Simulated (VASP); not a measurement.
A 63-atom supercell of C (diamond) holds N on the C site with a neighbouring C vacancy in charge state +0. It is relaxed twice, with the total moment held at 1 and at 3 μB. Level of theory: PBE GGA, VASP's PBE PAW potentials (set 64) (plane waves; VASP). Run with PREC = Normal, LREAL = Auto, ISYM = 0, EDIFF = 1E-5, 400 eV cut-off, 1×1×1 Γ-centred mesh, Gaussian smearing of 0.050 eV, potentials C N.

The supercell is sampled at Γ alone, which is coarse: total energies, pressure and levels can be off, energies of defects by several tenths of an eV.

Question: Which spin state lies lower, and by how much?

Answer: The state with 1 μB lies lower, by 0.64 eV.

The cell is a supercell with a defect, built from C (diamond).
